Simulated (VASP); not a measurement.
Crystal: MgB2.

```
CELL_PARAMETERS angstrom
3.08500 0.00000 0.00000
-1.54250 2.67169 0.00000
0.00000 0.00000 3.52300
ATOMIC_POSITIONS crystal
Mg 0.00000 0.00000 0.00000
B 0.33333 0.66667 0.50000
B 0.66667 0.33333 0.50000
```

| Item | Value |
| --- | --- |
| Program | VASP 6.6.1 |
| Task | relaxation of cell and atoms |
| Functional | PBE |
| Dispersion | D3(BJ) |
| Potentials or basis | VASP PAW PBE potentials, release 64 (Mg, B) |
| Cutoff | 600 eV |
| k mesh | 15 × 15 × 10 |
| Occupations | methfessel-paxton, width 0.1 eV |
| Spin | no spin polarisation |

At the start: pressure -6.2 GPa; volume 9.68 Å³/atom.

**Question.** Where does the relaxation end?

**Answer.** Over 5 steps the energy falls by 7.8 meV/atom and the volume is 9.29 Å³/atom (-4.0 %); space group P6/mmm (No. 191, to 0.05 Å).

The path:
```tsv
step	energy change (eV)	largest force (eV/Å)	pressure (GPa)	volume (Å³)
1	0.0000	0.0000	-6.18	29.04
2	-0.0187	0.0000	2.60	27.50
3	-0.0227	0.0000	-0.15	27.94
4	-0.0233	0.0000	-0.02	27.88
5	-0.0233	0.0000	0.02	27.86
```

Final structure:
```xyz
3
Lattice="3.0432 0.0000 0.0000 -1.5216 2.6355 0.0000 0.0000 0.0000 3.4742" Properties=species:S:1:pos:R:3 pbc="T T T"
Mg    0.0000    0.0000    0.0000
B     0.0000    1.7570    1.7371
B     1.5216    0.8785    1.7371
```

Caveat: pairwise dispersion overbinds metals, which lowers pressure and volume.
